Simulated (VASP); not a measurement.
Data:

```xyz
4
Lattice="3.4928 0.0000 0.0000 0.0000 3.4928 0.0000 0.0000 0.0000 3.4928" Properties=species:S:1:pos:R:3 pbc="T T T"
Si     0.0000     0.0000     0.0000
Ni     0.0000     1.7464     1.7464
Ni     1.7464     0.0000     1.7464
Ni     1.7464     1.7464     0.0000
```

These are r2SCAN+rVV10, VASP's PBE PAW potentials (set 64) (plane waves; VASP) values and carry that method's errors. Settings: 520 eV cut-off, 9×9×9 Γ-centred mesh, first-order Methfessel-Paxton smearing of 0.10 eV, potentials Si Ni.

**Question.** Estimate the energy per atom (σ→0), pressure, band gap (on the k-mesh) with the smallest direct gap where there is one.

**Answer.** 
```yaml
band gap (on the k-mesh): none (metal, semimetal or under 0.01 eV)
energy per atom (σ→0): -11.402 eV/atom
pressure: -6.69 GPa
```

Total energies compare only between runs with the same potentials, cut-off and functional.

The compound is Ni3Si in the L1_2 structure. This cell is one point of a volume scan, at 1.03 of the reference volume. The run is not spin-polarised, so no magnetic state was tried.
